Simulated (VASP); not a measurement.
A VASP calculation is set up with these files.

File POSCAR:
```
SnS2
1
    1.8451937216    -3.1959695610     0.0000000000
    1.8451937216     3.1959695610    -0.0000000000
    0.0000000000    -0.0000000000     5.8736450099
Sn S
1 2
Direct
  1.0000000000   0.0000000000   0.0000000000
  0.3333330000   0.6666670000   0.2524743180
  0.6666670000   0.3333330000   0.7475256820
```

**KPOINTS**
```
Automatic mesh
0
Gamma
8 8 4
0 0 0
```

INCAR:
```
AGGAC = 0.0
ALGO = Normal
EDIFF = 1E-7
ENCUT = 520
GGA = MK
ISIF = 2
ISMEAR = -5
LASPH = T
LCHARG = T
LEFG = T
LMAXMIX = 4
LORBIT = 11
LREAL = F
LUSE_VDW = T
LWAVE = F
NEDOS = 601
NELM = 100
PARAM1 = 0.1234568
PARAM2 = 0.7114
PREC = Accurate
SYSTEM = SnS2
ZAB_VDW = -1.8867
```

POTCAR, in this order: Sn_d S (PBE.64 set). Program: vasp_std.

Translate this rev-vdW-DF2 calculation to Quantum ESPRESSO's pw.x.

One equivalent input (not run):
```
&CONTROL
  calculation = 'scf'
  pseudo_dir = './pseudo'
  outdir = './out'
  tprnfor = .true.
  tstress = .true.
/
&SYSTEM
  ibrav = 0
  nat = 3
  ntyp = 2
  ecutwfc = 72
  occupations = 'tetrahedra'
  input_dft = 'vdw-df2-b86r'
/
&ELECTRONS
  conv_thr = 7.3e-09
  electron_maxstep = 100
/
ATOMIC_SPECIES
  Sn 118.710 Sn.upf
  S 32.060 S.upf
CELL_PARAMETERS angstrom
     1.8451937   -3.1959696    0.0000000
     1.8451937    3.1959696   -0.0000000
     0.0000000   -0.0000000    5.8736450
ATOMIC_POSITIONS crystal
  Sn   1.0000000  0.0000000  0.0000000
  S    0.3333330  0.6666670  0.2524743
  S    0.6666670  0.3333330  0.7475257
K_POINTS automatic
  8 8 4 0 0 0
```
Limits of the translation: the potentials are each code's own (VASP's PAW set, PseudoDojo norm-conserving files in pw.x), so ENCUT and ecutwfc are chosen apart and not converted; conv_thr bounds pw.x's estimated SCF error, while EDIFF bounds the energy change between steps; the field gradients of LEFG aren't asked of the other code.

The compound is SnS2 in the 1T layered structure. It was relaxed first.
